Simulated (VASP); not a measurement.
Zr2F:

```
CELL_PARAMETERS angstrom
0.00000 3.04065 3.04065
3.04065 0.00000 3.04065
3.04065 3.04065 0.00000
ATOMIC_POSITIONS crystal
Zr 0.75000 0.75000 0.75000
Zr 0.25000 0.25000 0.25000
F 0.00000 0.00000 0.00000
```

The cell was built by a generator and needn't be a form met in nature.

```yaml
Program: VASP 6.6.1
Task: relaxation of cell and atoms
Functional: PBEsol
Potentials_or_basis: VASP PAW PBE potentials, release 64 (Zr_sv, F)
Cutoff: 600 eV
k_mesh: 8 × 8 × 8
Occupations: gaussian, width 0.05 eV
Spin: no spin polarisation
```

At the start: pressure -4.2 GPa; volume 18.74 Å³/atom.

Q: Where does the relaxation end?

A: Over 3 steps the energy falls by 13.7 meV/atom and the volume is 17.75 Å³/atom (-5.3 %); space group Fm-3m (No. 225, to 0.05 Å).

The path:
```tsv
step	energy change (eV)	largest force (eV/Å)	pressure (GPa)	volume (Å³)
1	0.0000	0.0000	-4.25	56.22
2	-0.0359	0.0000	1.69	52.28
3	-0.0411	0.0000	0.01	53.26
```

Final structure:
```
CELL_PARAMETERS angstrom
0.00000 2.98623 2.98623
2.98623 0.00000 2.98623
2.98623 2.98623 0.00000
ATOMIC_POSITIONS crystal
Zr 0.75000 0.75000 0.75000
Zr 0.25000 0.25000 0.25000
F 0.00000 0.00000 0.00000
```

Caveat: the PAW data sets were made with another functional, which shifts forces and pressure a little; an odd number of electrons without spin polarisation forces a metal; a magnetic or distorted state may lie lower.
